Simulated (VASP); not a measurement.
All values below come from PBE GGA, VASP's PBE PAW potentials (set 64) (plane waves; VASP 6.6.1).

VASP ran on this input.

### INCAR
```
SYSTEM = HfB2
PREC = Accurate
ENCUT = 520
EDIFF = 1E-7
NELM = 100
ALGO = Normal
LREAL = .FALSE.
LASPH = .TRUE.
ISMEAR = 1
SIGMA = 0.1
GGA = PE
LMAXMIX = 6
LWAVE = .FALSE.
LCHARG = .FALSE.
ISIF = 4
IBRION = 2
NSW = 30
EDIFFG = -0.01
```

**POSCAR**
```
HfB2
1
    1.5548286354    -2.6930424236     0.0000000000
    1.5548286354     2.6930424236     0.0000000000
    0.0000000000     0.0000000000     3.4561248362
Hf B
1 2
Direct
  0.0000000000   1.0000000000   0.0000000000
  0.3333330000   0.6666670000   0.5000000000
  0.6666670000   0.3333330000   0.5000000000
```

**KPOINTS**
```
Automatic
0
gamma
  11 11 9
```

POTCAR, in this order: Hf_pv B (PBE.64 set). Program: vasp_std.

The run wrote:

File OSZICAR:
```
       N       E                     dE             d eps       ncg     rms          rms(c)
DAV:   1     0.278021695881E+02    0.27802E+02   -0.84360E+03  1920   0.127E+03
DAV:   2    -0.271061195214E+02   -0.54908E+02   -0.51128E+02  2324   0.238E+02
DAV:   3    -0.287937932311E+02   -0.16877E+01   -0.16642E+01  2516   0.321E+01
DAV:   4    -0.288065274738E+02   -0.12734E-01   -0.12723E-01  2292   0.303E+00
DAV:   5    -0.288066566987E+02   -0.12922E-03   -0.12921E-03  2480   0.247E-01    0.548E+01
DAV:   6    -0.265060223025E+02    0.23006E+01   -0.52003E+00  2272   0.153E+01    0.399E+01
DAV:   7    -0.264578975026E+02    0.48125E-01   -0.16792E+00  2408   0.915E+00    0.118E+01
DAV:   8    -0.263871632076E+02    0.70734E-01   -0.48021E-01  2276   0.494E+00    0.189E+00
DAV:   9    -0.263830251315E+02    0.41381E-02   -0.31090E-02  2240   0.141E+00    0.264E-01
DAV:  10    -0.263829938814E+02    0.31250E-04   -0.84213E-04  2332   0.249E-01    0.348E-01
DAV:  11    -0.263829951050E+02   -0.12236E-05   -0.10575E-04  2324   0.819E-02    0.188E-01
DAV:  12    -0.263829902892E+02    0.48158E-05   -0.12105E-05  2356   0.301E-02    0.188E-02
DAV:  13    -0.263829904651E+02   -0.17592E-06   -0.50050E-07  2356   0.697E-03    0.386E-03
DAV:  14    -0.263829904713E+02   -0.61757E-08   -0.58251E-09  1300   0.709E-04
   1 F= -.26382990E+02 E0= -.26383009E+02  d E =-.263830E+02
       N       E                     dE             d eps       ncg     rms          rms(c)
DAV:   1    -0.263838665817E+02   -0.87612E-03   -0.46086E-02  2068   0.188E+00    0.260E-01
DAV:   2    -0.263835140425E+02    0.35254E-03   -0.59942E-04  2356   0.221E-01    0.111E-01
DAV:   3    -0.263833617232E+02    0.15232E-03   -0.15316E-04  2360   0.100E-01    0.340E-02
DAV:   4    -0.263833522553E+02    0.94679E-05   -0.19363E-05  2552   0.365E-02    0.212E-02
DAV:   5    -0.263833520856E+02    0.16971E-06   -0.87531E-07  2260   0.763E-03    0.104E-02
DAV:   6    -0.263833520730E+02    0.12575E-07   -0.45995E-08  1280   0.217E-03
   2 F= -.26383352E+02 E0= -.26383352E+02  d E =-.361602E-03
       N       E                     dE             d eps       ncg     rms          rms(c)
DAV:   1    -0.263833740371E+02   -0.21952E-04   -0.99238E-04  2076   0.276E-01    0.390E-02
DAV:   2    -0.263833663849E+02    0.76522E-05   -0.12930E-05  2344   0.324E-02    0.164E-02
DAV:   3    -0.263833631081E+02    0.32768E-05   -0.33233E-06  2352   0.148E-02    0.492E-03
DAV:   4    -0.263833629264E+02    0.18165E-06   -0.41679E-07  2464   0.535E-03    0.308E-03
DAV:   5    -0.263833629308E+02   -0.43897E-08   -0.17582E-08  1100   0.112E-03
   3 F= -.26383363E+02 E0= -.26383366E+02  d E =-.372460E-03
```

File OUTCAR:
```
------------------------ aborting loop because EDIFF is reached ----------------------------------------
  FORCE on cell =-STRESS in cart. coord.  units (eV):
  Direction    XX          YY          ZZ          XY          YZ          ZX
  --------------------------------------------------------------------------------------
  Total        1.4560416      1.4560419      1.4557017     -0.0000000      0.0000000     -0.0000000
  in kB       80.6007782     80.6007926     80.5819590     -0.0000000      0.0000000     -0.0000000
  external PRESSURE =      80.5945099 kB  Pullay stress =       0.0000000 kB
  volume of cell :       28.94
      direct lattice vectors                 reciprocal lattice vectors
     1.556858276 -2.696557874  0.000000000     0.321159612 -0.185421572 -0.000000000
     1.556858276  2.696557874 -0.000000000     0.321159612  0.185421572 -0.000000000
     0.000000000 -0.000000000  3.447119356    -0.000000000  0.000000000  0.290097295
 POSITION                                       TOTAL-FORCE (eV/Angst)
 -----------------------------------------------------------------------------------
      0.00000     -0.00000      0.00000         0.000000     -0.000000     -0.000000
      1.55686      0.89885      1.72356        -0.000000      0.000000     -0.000000
      1.55686     -0.89885      1.72356         0.000000     -0.000000      0.000000
 -----------------------------------------------------------------------------------
    total drift:                               -0.000000     -0.000000      0.000000
  FREE ENERGIE OF THE ION-ELECTRON SYSTEM (eV)
  ---------------------------------------------------
  free  energy   TOTEN  =       -26.3833629308 eV

  energy  without entropy=      -26.3833724851  energy(sigma->0) =      -26.38336612

 reached required accuracy - stopping structural energy minimisation
```
(Selected blocks of OUTCAR.)

File CONTCAR:
```
HfB2
   1.00000000000000
     1.5568582758458127   -2.6965578741471883    0.0000000000000000
     1.5568582758458127    2.6965578741471883   -0.0000000000000000
     0.0000000000000000   -0.0000000000000000    3.4471193560717279
  Hf              B
     1     2
Direct
     0.0000000000000000    0.0000000000000000    0.0000000000000000
     0.3333330000000032    0.6666669999999968    0.5000000000000000
     0.6666669999999968    0.3333330000000032    0.5000000000000000
```

The compound is HfB2 in the AlB2 type structure. This cell is one point of a volume scan, at 0.97 of the reference volume. Symmetry was kept, so distortions that lower it aren't found.
